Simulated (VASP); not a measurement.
These are PBE GGA, VASP's PBE PAW potentials (set 64) (plane waves; VASP) values and carry that method's errors.

VASP input:

INCAR:
```
! general
SYSTEM =Mo3Si
PREC   =Accurate
ENCUT  =500   ! plane-wave cut-off (eV)
LREAL  =.False.
LASPH  =.True.

! electronic loop
EDIFF  =1E-6   ! SCF stop (eV)
NELM   =100   ! most electronic steps
ALGO   =Normal
LMAXMIX=4   ! l cut-off of mixed one-centre charges

! smearing
ISMEAR =1   ! Methfessel-Paxton
SIGMA  =0.1   ! width (eV)

! functional
GGA    =PE

! ions
IBRION =2   ! conjugate gradients
NSW    =40   ! most ionic steps
ISIF   =3
EDIFFG =-0.02   ! ionic stop
PSTRESS=300   ! kbar

! output
LWAVE  =.False.
LCHARG =.False.
```

File KPOINTS:
```
kpoints
0
gamma
 7 7 7
```

File POSCAR:
```
Mo3Si
1
    4.7512581280    -0.0000000000     0.0000000000
    0.0000000000     4.7512581280     0.0000000000
   -0.0000000000     0.0000000000     4.7512581280
Si Mo
2 6
Direct
  0.5000000000   0.5000000000   0.5000000000
  0.0000000000   0.0000000000   0.0000000000
  0.2500000000   0.0000000000   0.5000000000
  0.5000000000   0.2500000000   1.0000000000
  0.5000000000   0.7500000000   0.0000000000
  0.7500000000   1.0000000000   0.5000000000
  1.0000000000   0.5000000000   0.7500000000
  0.0000000000   0.5000000000   0.2500000000
```

POTCAR, in this order: Si Mo_sv (PBE.64 set). Program: vasp_std.

The resulting files:

OSZICAR:
```
       N       E                     dE             d eps       ncg     rms          rms(c)
DAV:   1     0.112640934169E+04    0.11264E+04   -0.55562E+04  2208   0.169E+03
DAV:   2    -0.305647763197E+02   -0.11570E+04   -0.11287E+04  2379   0.538E+02
DAV:   3    -0.807175160878E+02   -0.50153E+02   -0.48620E+02  2803   0.101E+02
DAV:   4    -0.817789405963E+02   -0.10614E+01   -0.10502E+01  2688   0.122E+01
DAV:   5    -0.817963228905E+02   -0.17382E-01   -0.17354E-01  2615   0.158E+00    0.529E+01
DAV:   6    -0.784040495628E+02    0.33923E+01   -0.11916E+01  2424   0.164E+01    0.172E+01
DAV:   7    -0.781179748374E+02    0.28607E+00   -0.94031E-01  2738   0.456E+00    0.420E+00
DAV:   8    -0.780773677521E+02    0.40607E-01   -0.10338E-01  2530   0.118E+00    0.495E-01
DAV:   9    -0.780767158931E+02    0.65186E-03   -0.55399E-03  2649   0.289E-01    0.266E-01
DAV:  10    -0.780767830707E+02   -0.67178E-04   -0.53102E-04  2723   0.152E-01    0.109E-01
DAV:  11    -0.780767921242E+02   -0.90535E-05   -0.14447E-05  2561   0.207E-02    0.224E-02
DAV:  12    -0.780767880248E+02    0.40995E-05   -0.86756E-06  2547   0.173E-02    0.285E-03
DAV:  13    -0.780767878383E+02    0.18646E-06   -0.16537E-07  1568   0.198E-03
   1 F= -.57993420E+02 E0= -.57992778E+02  d E =-.579934E+02
```

### OUTCAR
```
------------------------ aborting loop because EDIFF is reached ----------------------------------------
  FORCE on cell =-STRESS in cart. coord.  units (eV):
  Direction    XX          YY          ZZ          XY          YZ          ZX
  --------------------------------------------------------------------------------------
  Total       20.0578696     20.0578696     20.0578696      0.0000000     -0.0000000     -0.0000000
  in kB      299.6191102    299.6191102    299.6191102      0.0000000     -0.0000000     -0.0000000
  external PRESSURE =      -0.3808898 kB  Pullay stress =     300.0000000 kB
  volume of cell :      107.26
      direct lattice vectors                 reciprocal lattice vectors
     4.751258128  0.000000000  0.000000000     0.210470569  0.000000000  0.000000000
     0.000000000  4.751258128  0.000000000     0.000000000  0.210470569  0.000000000
     0.000000000  0.000000000  4.751258128     0.000000000  0.000000000  0.210470569
 POSITION                                       TOTAL-FORCE (eV/Angst)
 -----------------------------------------------------------------------------------
      2.37563      2.37563      2.37563         0.000000     -0.000000     -0.000000
      0.00000      0.00000      0.00000         0.000000     -0.000000     -0.000000
      1.18781      0.00000      2.37563        -0.000000      0.000000     -0.000000
      2.37563      1.18781      0.00000        -0.000000     -0.000000      0.000000
      2.37563      3.56344      0.00000        -0.000000      0.000000     -0.000000
      3.56344      0.00000      2.37563         0.000000     -0.000000      0.000000
      0.00000      2.37563      3.56344         0.000000      0.000000     -0.000000
      0.00000      2.37563      1.18781        -0.000000      0.000000      0.000000
 -----------------------------------------------------------------------------------
    total drift:                                0.000000      0.000000     -0.000000
  FREE ENERGIE OF THE ION-ELECTRON SYSTEM (eV)
  ---------------------------------------------------
  free  energy   TOTEN  =       -78.0767878383 eV

  energy  without entropy=      -78.0748623977  energy(sigma->0) =      -78.07614602
  enthalpy is  TOTEN    =       -57.9934197075 eV   P V=       20.0833681308

 reached required accuracy - stopping structural energy minimisation
```
(Selected blocks of OUTCAR.)

The compound is Mo3Si in the A15 structure. It was relaxed first under an external pressure of 30 GPa.
